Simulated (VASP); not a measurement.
An input for Ansatz (written as the equivalent of a VASP run, and not itself run):

Ansatz 0.2 input:
```yaml
crystal:
  lattice:
    - [1.5677917, -2.7154948, 0.0000000]
    - [1.5677917, 2.7154948, 0.0000000]
    - [0.0000000, 0.0000000, 4.8291172]
  atoms:
    - { symbol: Sc, position: [0.3333330, 0.6666670, 0.2500000] }
    - { symbol: Sc, position: [0.6666670, 0.3333330, 0.7500000] }
kpoints:
  mp_grid: { grid: [13, 13, 8] }
hamiltonian:
  xc: pbesol
  pseudopotentials: { kind: paw }
scf:
  occupations: { method: methfessel_paxton, width: 0.1 }
  max_iter: 100
relax:
  max_steps: 40
  f_tol: 0.02
  cell: { p_target: 10 }
output: { forces: true, stress: true, eigenvalues: true }
```

Q: Translate this input to VASP (INCAR, KPOINTS, POSCAR, choice of POTCAR).

A: One answer among several that fit: 
File POSCAR:
```
Sc
1
    1.5677916972    -2.7154947806     0.0000000000
    1.5677916972     2.7154947806     0.0000000000
    0.0000000000     0.0000000000     4.8291171814
Sc
2
Direct
  0.3333330000   0.6666670000   0.2500000000
  0.6666670000   0.3333330000   0.7500000000
```

### INCAR
```
ALGO = Normal
EDIFF = 1E-6
EDIFFG = -0.02
ENCUT = 500
GGA = PS
IBRION = 2
ISIF = 3
ISMEAR = 1
LASPH = .True.
LCHARG = .False.
LMAXMIX = 4
LREAL = .False.
LWAVE = .False.
NELM = 100
NSW = 40
PREC = Accurate
PSTRESS = 100
SIGMA = 0.1
SYSTEM = Sc
```

KPOINTS:
```
Automatic mesh
0
Gamma
13 13 8
0 0 0
```

POTCAR, in this order: Sc_sv (PBE.64 set). Program: vasp_std.

The two are equivalent in intent, not identical: each code has its own PAW files, so the cut-off isn't converted (ENCUT is set for VASP's; basis.ecutwfc is left out, and Ansatz then takes the one that its files recommend); Ansatz stops its SCF on the density residual and VASP on the energy change (EDIFF).

The compound is Sc in the hcp structure. It was relaxed first under an external pressure of 10 GPa.
